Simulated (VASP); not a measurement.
H2, in a box:

```
CELL_PARAMETERS angstrom
10.00000 0.00000 0.00000
0.00000 10.00000 0.00000
0.00000 0.00000 10.00000
ATOMIC_POSITIONS crystal
H 0.50000 0.50000 0.44850
H 0.50000 0.50000 0.55150
```

Program: VASP 6.6.1. Alike in all runs: task single point; potentials or basis VASP PAW PBE potentials, release 64 (H); no spin polarisation; cell as given; k mesh 1 × 1 × 1; cutoff (eV) 450; smearing gaussian 0.02 eV.

Q: Order these runs on this cell by their band gap on the k mesh, lowest first.
A. level PBE+D3(BJ); further INCAR settings ALGO = Fast; EDIFF = 1e-06
B. level r2SCAN; further INCAR settings ALGO = Normal; EDIFF = 1e-06
C. level HSE06; grid for exact exchange (PRECFOCK) Normal; screening parameter 0.2 1/A; further INCAR settings ALGO = Normal; EDIFF = 1e-06

A: A (8.34 eV), B (9.23 eV), C (9.79 eV).

